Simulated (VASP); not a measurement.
Consider the following.

```xyz
4
Lattice="1.8043 -5.1611 0.0000 1.8043 5.1611 0.0000 0.0000 0.0000 3.9681" Properties=species:S:1:pos:R:3 pbc="T T T"
Te     1.8043    -1.4856     0.9920
Te     1.8043     1.3356     2.9761
Rh     1.8043    -4.1770     0.9920
Rh     1.8043     4.1770     2.9761
```

Method: PBEsol GGA, VASP's PBE PAW potentials (set 64) (plane waves; VASP). Numerical set-up: 480 eV cut-off, 8×8×8 Γ-centred mesh, first-order Methfessel-Paxton smearing of 0.10 eV, potentials Te Rh_pv.

**Question.** Which forces act on the atoms, in eV/Å?

**Answer.** 
```
atom     Fx      Fy     Fz
----  -----  ------  -----
Te1   0.000  -0.558  0.000
Te2   0.000   0.865  0.000
Rh3   0.000  -0.100  0.000
Rh4   0.000  -0.207  0.000
```

**Question.** Give the stress tensor in GPa (positive for a compressed cell).

**Answer.** 
```
 0.83   0.00   0.00
 0.00  -0.24   0.00
 0.00   0.00   2.01
```
The pressure is its mean diagonal, 0.87 GPa.

The structure was generated: TeRh was put into the CrB type (Cmcm), which need not be its known phase. This cell was strained or had an atom moved on purpose.
